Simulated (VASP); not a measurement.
Method: PW91 GGA, VASP's PBE PAW potentials (set 64) (plane waves; VASP 6.6.1).

Input for VASP

**INCAR**
```
SYSTEM  =  MgO
PREC  =  Accurate; ENCUT  =  520; LREAL  =  .FALSE.
LASPH  =  .TRUE.
EDIFF  =  1E-7; NELM  =  100; ALGO  =  Normal
ISMEAR  =  -5
GGA  =  91
ISIF  =  2
LWAVE  =  .FALSE.; LCHARG  =  .TRUE.; LORBIT  =  11
NEDOS  =  601
```

**POSCAR**
```
MgO
1
    0.0000000000     2.1212630000     2.1212630000
    2.1212630000     0.0000000000     2.1212630000
    2.1212630000     2.1212630000     0.0000000000
Mg O
1 1
Direct
  0.0000000000   0.0000000000   0.0000000000
  0.5000000000   0.5000000000   0.5000000000
```

File KPOINTS:
```
Automatic mesh
0
Gamma
12 12 12
0 0 0
```

POTCAR, in this order: Mg O (PBE.64 set). Program: vasp_std.

Output of the run:

OUTCAR:
```
 ion  position               nearest neighbor table
   1  0.000  0.000  0.000-   2 2.12   2 2.12   2 2.12   2 2.12   2 2.12   2 2.12
   2  0.500  0.500  0.500-   1 2.12   1 2.12   1 2.12   1 2.12   1 2.12   1 2.12
  LATTYP: Found a face centered cubic cell.
 ALAT       =     4.2425260000
 Subroutine PRICEL returns:
 Original cell was already a primitive cell.
 Subroutine GETGRP returns: Found 48 space group operations
The static configuration has the point symmetry O_h .
The dynamic configuration has the point symmetry O_h .
 Subroutine INISYM returns: Found 48 space group operations
 Subroutine IBZKPT returns following result:
 Found     72 irreducible k-points:

 Following reciprocal coordinates:
            Coordinates               Weight
  0.000000  0.000000  0.000000      1.000000
  0.083333  0.000000  0.000000      8.000000
  0.166667  0.000000  0.000000      8.000000
  0.250000  0.000000  0.000000      8.000000
  0.333333  0.000000  0.000000      8.000000
  0.416667  0.000000  0.000000      8.000000
  0.500000  0.000000  0.000000      4.000000
  0.083333  0.083333  0.000000      6.000000
  0.166667  0.083333  0.000000     24.000000
...
```

**OSZICAR**
```
       N       E                     dE             d eps       ncg     rms          rms(c)
DAV:   1     0.125004918150E+02    0.12500E+02   -0.49266E+03  1408   0.891E+02
DAV:   2    -0.132895872138E+02   -0.25790E+02   -0.25495E+02  1392   0.140E+02
DAV:   3    -0.136647352248E+02   -0.37515E+00   -0.37515E+00  1544   0.183E+01
DAV:   4    -0.136652030662E+02   -0.46784E-03   -0.46784E-03  1512   0.610E-01
DAV:   5    -0.136652035692E+02   -0.50297E-06   -0.50297E-06  1568   0.148E-02    0.735E+00
DAV:   6    -0.120646598589E+02    0.16005E+01   -0.10718E+01  1152   0.229E+01    0.232E+00
DAV:   7    -0.120463648279E+02    0.18295E-01   -0.53995E-02  1216   0.275E+00    0.132E+00
DAV:   8    -0.120384616278E+02    0.79032E-02   -0.24233E-02  1168   0.236E+00    0.161E-01
DAV:   9    -0.120383438904E+02    0.11774E-03   -0.39718E-04  1696   0.182E-01    0.771E-02
DAV:  10    -0.120384221304E+02   -0.78240E-04   -0.10108E-04  1200   0.107E-01    0.430E-03
DAV:  11    -0.120384220922E+02    0.38222E-07   -0.15141E-06  1712   0.932E-03    0.267E-03
DAV:  12    -0.120384220433E+02    0.48925E-07   -0.26292E-07  1200   0.486E-03
   1 F= -.12038422E+02 E0= -.12038422E+02  d E =0.000000E+00
```

File OUTCAR:
```
------------------------ aborting loop because EDIFF is reached ----------------------------------------
  FORCE on cell =-STRESS in cart. coord.  units (eV):
  Direction    XX          YY          ZZ          XY          YZ          ZX
  --------------------------------------------------------------------------------------
  Total        0.0005428      0.0005428      0.0005428      0.0000000      0.0000000      0.0000000
  in kB        0.0455547      0.0455547      0.0455547      0.0000000      0.0000000      0.0000000
  external PRESSURE =       0.0455547 kB  Pullay stress =       0.0000000 kB
  volume of cell :       19.09
      direct lattice vectors                 reciprocal lattice vectors
     0.000000000  2.121263000  2.121263000    -0.235708632  0.235708632  0.235708632
     2.121263000  0.000000000  2.121263000     0.235708632 -0.235708632  0.235708632
     2.121263000  2.121263000  0.000000000     0.235708632  0.235708632 -0.235708632
  FREE ENERGIE OF THE ION-ELECTRON SYSTEM (eV)
  ---------------------------------------------------
  free  energy   TOTEN  =       -12.0384220433 eV

  energy  without entropy=      -12.0384220433  energy(sigma->0) =      -12.03842204

 total charge

# of ion       s       p       d       tot
------------------------------------------
    1        0.145   0.172   0.075   0.393
    2        1.538   3.551   0.000   5.089
--------------------------------------------------
tot          1.683   3.723   0.075   5.482
```
(Selected blocks of OUTCAR.)

The compound is MgO in the rock salt structure. It was relaxed first.
